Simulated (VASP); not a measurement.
InAs:

```
CELL_PARAMETERS angstrom
0.00000 3.03000 3.03000
3.03000 0.00000 3.03000
3.03000 3.03000 0.00000
ATOMIC_POSITIONS crystal
In 0.00000 0.00000 0.00000
As 0.25000 0.25000 0.25000
```

The cell was built by a generator and needn't be a form met in nature.

* Program: VASP 6.6.1
* Task: relaxation of cell and atoms
* Functional: r2SCAN
* Potentials or basis: VASP PAW PBE potentials, release 64 (In_d, As)
* Cutoff: 600 eV
* k mesh: 10 × 10 × 10
* Occupations: gaussian, width 0.01 eV
* Spin: no spin polarisation

At the start: pressure 1.5 GPa; volume 27.82 Å³/atom.

Question: How do energy, volume and symmetry change on relaxing?

Answer: Over 3 steps the energy falls by 3.1 meV/atom and the volume is 28.50 Å³/atom (+2.4 %); space group F-43m (No. 216, to 0.05 Å).

Step by step:
| step | energy change (eV) | largest force (eV/Å) | pressure (GPa) | volume (Å³) |
| --- | --- | --- | --- | --- |
| 1 | 0.0000 | 0.0000 | 1.49 | 55.64 |
| 2 | -0.0044 | 0.0000 | -0.67 | 57.75 |
| 3 | -0.0062 | 0.0000 | 0.00 | 57.00 |

Final structure:
```cif
data_structure
_symmetry_space_group_name_H-M 'P 1'
_symmetry_Int_Tables_number 1
_cell_length_a 4.3197
_cell_length_b 4.3197
_cell_length_c 4.3197
_cell_angle_alpha 60.000
_cell_angle_beta 60.000
_cell_angle_gamma 60.000
_cell_volume 57.00
loop_
_atom_site_label
_atom_site_type_symbol
_atom_site_fract_x
_atom_site_fract_y
_atom_site_fract_z
_atom_site_occupancy
In1 In 0.00000 0.00000 0.00000 1
As1 As 0.25000 0.25000 0.25000 1
```

Caveat: the PAW data sets were made with another functional, which shifts forces and pressure a little.
